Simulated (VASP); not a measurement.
These are PW91 GGA, VASP's PBE PAW potentials (set 64) (plane waves; VASP) values and carry that method's errors.

Input for VASP

**KPOINTS**
```
Automatic mesh
0
gamma
  13 13 13
```

**INCAR**
```
! general
SYSTEM  = HfC
PREC    = Accurate
ENCUT   = 520
LREAL   = .FALSE.
LASPH   = .TRUE.

! electronic loop
EDIFF   = 1E-7
NELM    = 100
ALGO    = Normal
LMAXMIX = 6

! smearing
ISMEAR  = 1
SIGMA   = 0.1

! functional
GGA     = 91

! ions
ISIF    = 2

! output
LWAVE   = .FALSE.
LCHARG  = .FALSE.
```

### POSCAR
```
HfC
2.3023650
  0.0000000000   0.9999999497   0.9999999497
  0.9999999497   0.0000000000   0.9999999497
  0.9999999497   0.9999999497   0.0000000000
Hf C
1 1
Cart
  0.0000000000   0.0000000000   0.0000000000
  0.9999999497   0.9999999497   0.9999999497
```

POTCAR, in this order: Hf_pv C (PBE.64 set). Program: vasp_std.

Unless said otherwise, spin-orbit coupling is left out, though it shifts the bands of the heavy elements here.

Estimate the energy per atom (σ→0), pressure, band gap (on the k-mesh).

```json
{
  "energy per atom (σ→0)": "-10.509 eV/atom",
  "band gap (on the k-mesh)": "none (metal, semimetal or under 0.01 eV)",
  "pressure": "7.72 GPa"
}
```

### OSZICAR
```
...
DAV:   8    -0.210237216362E+02    0.61818E-02   -0.54549E-02  2055   0.233E+00    0.586E+00
DAV:   9    -0.210177458567E+02    0.59758E-02   -0.28486E-02  2092   0.101E+00    0.187E+00
DAV:  10    -0.210175385379E+02    0.20732E-03   -0.78405E-04  2213   0.249E-01    0.454E-01
DAV:  11    -0.210175263814E+02    0.12156E-04   -0.21305E-04  2141   0.105E-01    0.597E-02
DAV:  12    -0.210175241813E+02    0.22002E-05   -0.64438E-06  2132   0.237E-02    0.727E-02
DAV:  13    -0.210175232966E+02    0.88471E-06   -0.77592E-07  2294   0.820E-03    0.233E-03
DAV:  14    -0.210175232850E+02    0.11564E-07   -0.10372E-08  1047   0.111E-03
   1 F= -.21017523E+02 E0= -.21017409E+02  d E =-.342649E-03
```

The compound is HfC in the rock salt structure. This cell is one point of a volume scan, at 0.97 of the reference volume.
